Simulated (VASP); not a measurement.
Crystal: MoS2.

```
Mo S
1.0
     3.16100    0.00000    0.00000
    -1.58050    2.73751    0.00000
     0.00000    0.00000   11.68025
Mo S
2 4
Direct
  0.33333 0.66667 0.25000
  0.66667 0.33333 0.75000
  0.66667 0.33333 0.38399
  0.66667 0.33333 0.11601
  0.33333 0.66667 0.88399
  0.33333 0.66667 0.61601
```

The cell was built by a generator and needn't be a form met in nature.

Base run:

- Program: VASP 6.6.1
- Functional: PBE
- Dispersion: TS
- Potentials or basis: VASP PAW PBE potentials, release 64 (Mo_sv, S)
- Cutoff: 520 eV
- k mesh: 8 × 8 × 2
- Occupations: fermi-dirac, width 0.05 eV
- Spin: no spin polarisation

Its results: band gap on the k mesh 0.69 eV, indirect (least direct gap 1.87 eV); pressure -0.1 GPa; largest force 0.193 eV/Å.

Q: The run is repeated on the same cell with these changes: functional from PBE to rev-vdW-DF2; dispersion from TS to none. What comes out?

A: Band gap on the k mesh 0.66 eV, indirect (least direct gap 1.87 eV); pressure 2.2 GPa; largest force 0.093 eV/Å.

Several settings changed at once, so the effect can't be laid on one alone.

Caveats: the PAW data sets were made with another functional, which shifts forces and pressure a little (some runs).

A k mesh can miss the band edges.
